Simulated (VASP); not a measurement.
Output of a VASP run:

File OSZICAR:
```
       N       E                     dE             d eps       ncg     rms          rms(c)
DAV:   1     0.467867717858E+02    0.46787E+02   -0.66736E+03  2168   0.117E+03
DAV:   2    -0.115168217533E+02   -0.58304E+02   -0.57561E+02  2696   0.250E+02
DAV:   3    -0.122246924491E+02   -0.70787E+00   -0.69286E+00  2505   0.273E+01
DAV:   4    -0.122284591147E+02   -0.37667E-02   -0.37646E-02  2442   0.178E+00
DAV:   5    -0.122284851057E+02   -0.25991E-04   -0.25991E-04  2409   0.128E-01    0.142E+01
DAV:   6    -0.118945675349E+02    0.33392E+00   -0.36370E-01  2254   0.746E+00    0.704E+00
DAV:   7    -0.117916965946E+02    0.10287E+00   -0.30973E-01  2264   0.654E+00    0.407E-01
DAV:   8    -0.117904533164E+02    0.12433E-02   -0.38291E-03  2358   0.821E-01    0.949E-02
DAV:   9    -0.117904316161E+02    0.21700E-04   -0.10675E-04  2291   0.137E-01    0.329E-02
DAV:  10    -0.117904266024E+02    0.50137E-05   -0.51124E-06  2406   0.324E-02    0.544E-03
DAV:  11    -0.117904266153E+02   -0.12951E-07   -0.26986E-07  2291   0.727E-03
   1 F= -.12118821E+02 E0= -.12118941E+02  d E =0.361572E-03
```

### OUTCAR
```
------------------------ aborting loop because EDIFF is reached ----------------------------------------
  Edisp (eV):   -0.32839
  FORCE on cell =-STRESS in cart. coord.  units (eV):
  Direction    XX          YY          ZZ          XY          YZ          ZX
  --------------------------------------------------------------------------------------
  Total       0.66695     0.66695     0.66695    -0.00000     0.00000     0.00000
  in kB      61.04022    61.04022    61.04022    -0.00000     0.00000     0.00000
  external pressure =       61.04 kB  Pullay stress =        0.00 kB
  volume of cell :       17.51
      direct lattice vectors                 reciprocal lattice vectors
    -1.635721527  1.635721527  1.635721527     0.000000000  0.305675503  0.305675503
     1.635721527 -1.635721527  1.635721527     0.305675503  0.000000000  0.305675503
     1.635721527  1.635721527 -1.635721527     0.305675503  0.305675503  0.000000000
 POSITION                                       TOTAL-FORCE (eV/Angst)
 -----------------------------------------------------------------------------------
      0.00000      0.00000      0.00000        -0.000000      0.000000     -0.000000
 -----------------------------------------------------------------------------------
    total drift:                                0.000000      0.000000      0.000000
  FREE ENERGIE OF THE ION-ELECTRON SYSTEM (eV)
  ---------------------------------------------------
  free  energy   TOTEN  =       -12.1188206406 eV

  energy  without entropy=      -12.1191822128  energy(sigma->0) =      -12.11894116
```
(Selected blocks of OUTCAR.)

### POSCAR
```
Ta
1
   -1.6357215271     1.6357215271     1.6357215271
    1.6357215271    -1.6357215271     1.6357215271
    1.6357215271     1.6357215271    -1.6357215271
Ta
1
Direct
  0.0000000000   0.0000000000   0.0000000000
```

Question: Reconstruct the remaining input files.

Answer: One answer among several that fit: the input of the run itself, PBE GGA with D4 dispersion, plane waves, VASP's PBE PAW potentials (set 64).

**INCAR**
```
ALGO=Normal
EDIFF=1E-7
ENCUT=520
GGA=PE
ISIF=2
ISMEAR=1
IVDW=13
LASPH=.True.
LCHARG=.False.
LMAXMIX=6
LREAL=.False.
LWAVE=.False.
NELM=100
PREC=Accurate
SIGMA=0.1
SYSTEM=Ta
```

### KPOINTS
```
Automatic mesh
0
Gamma
15 15 15
0 0 0
```

POTCAR, in this order: Ta_pv (PBE.64 set). Program: vasp_std.

The compound is Ta in the bcc structure. This cell is one point of a volume scan, at 0.97 of the reference volume.
